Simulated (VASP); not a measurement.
Level of theory: PBE GGA, VASP's PBE PAW potentials (set 64) (plane waves; VASP).

A VASP calculation is set up with these files.

POSCAR:
```
Ca
2.790
  0.0000000000   1.0000000000   1.0000000000
  1.0000000000   0.0000000000   1.0000000000
  1.0000000000   1.0000000000   0.0000000000
Ca
1
direct
  0.0000000000   0.0000000000   0.0000000000
```

**INCAR**
```
ALGO=Normal
EDIFF=1E-6
ENCUT=300
GGA=PE
ISIF=2
ISMEAR=0
LASPH=.TRUE.
LCHARG=.FALSE.
LREAL=.FALSE.
LWAVE=.FALSE.
NELM=100
PREC=Accurate
SIGMA=0.05
SYSTEM=Ca
```

KPOINTS:
```
Automatic mesh
0
Gamma
 10 10 10
```

POTCAR, in this order: Ca_sv (PBE.64 set). Program: vasp_std.

Output of the run:

### OSZICAR
```
       N       E                     dE             d eps       ncg     rms          rms(c)
DAV:   1     0.422664844571E+02    0.42266E+02   -0.40669E+03   878   0.685E+02
DAV:   2    -0.117408717315E+01   -0.43441E+02   -0.43259E+02   889   0.182E+02
DAV:   3    -0.192369186859E+01   -0.74960E+00   -0.74577E+00  1331   0.241E+01
DAV:   4    -0.194056509295E+01   -0.16873E-01   -0.16867E-01  1297   0.279E+00
DAV:   5    -0.194075027531E+01   -0.18518E-03   -0.18517E-03  1320   0.183E-01    0.218E+00
DAV:   6    -0.193693402132E+01    0.38163E-02   -0.11441E-02  1041   0.125E+00    0.134E+00
DAV:   7    -0.193768621593E+01   -0.75219E-03   -0.13971E-02  1052   0.146E+00    0.100E-01
DAV:   8    -0.193727795866E+01    0.40826E-03   -0.23021E-03  1024   0.505E-01    0.194E-02
DAV:   9    -0.193729414287E+01   -0.16184E-04   -0.15307E-04  1326   0.787E-02    0.928E-03
DAV:  10    -0.193729489167E+01   -0.74880E-06   -0.13204E-05  1070   0.417E-02    0.263E-03
DAV:  11    -0.193729442124E+01    0.47044E-06   -0.91905E-07   952   0.105E-02
   1 F= -.19372944E+01 E0= -.19365383E+01  d E =-.151233E-02
```

### OUTCAR
```
------------------------ aborting loop because EDIFF is reached ----------------------------------------
  FORCE on cell =-STRESS in cart. coord.  units (eV):
  Direction    XX          YY          ZZ          XY          YZ          ZX
  --------------------------------------------------------------------------------------
  Total       -0.1714706     -0.1714706     -0.1714706      0.0000000     -0.0000000      0.0000000
  in kB       -6.3249568     -6.3249568     -6.3249568      0.0000000     -0.0000000      0.0000000
  external PRESSURE =      -6.3249568 kB  Pullay stress =       0.0000000 kB
  volume of cell :       43.44
      direct lattice vectors                 reciprocal lattice vectors
     0.000000000  2.790000000  2.790000000    -0.179211470  0.179211470  0.179211470
     2.790000000  0.000000000  2.790000000     0.179211470 -0.179211470  0.179211470
     2.790000000  2.790000000  0.000000000     0.179211470  0.179211470 -0.179211470
 POSITION                                       TOTAL-FORCE (eV/Angst)
 -----------------------------------------------------------------------------------
      0.00000      0.00000      0.00000         0.000000      0.000000     -0.000000
 -----------------------------------------------------------------------------------
    total drift:                               -0.000000      0.000000     -0.000000
  FREE ENERGIE OF THE ION-ELECTRON SYSTEM (eV)
  ---------------------------------------------------
  free  energy   TOTEN  =        -1.9372944212 eV

  energy  without entropy=       -1.9357820919  energy(sigma->0) =       -1.93653826
```
(Selected blocks of OUTCAR.)

At this cut-off the stress carries a Pulay error, which pulls relaxed volumes low.

The structure is a typed Ca crystal. The cell was not relaxed at this level.
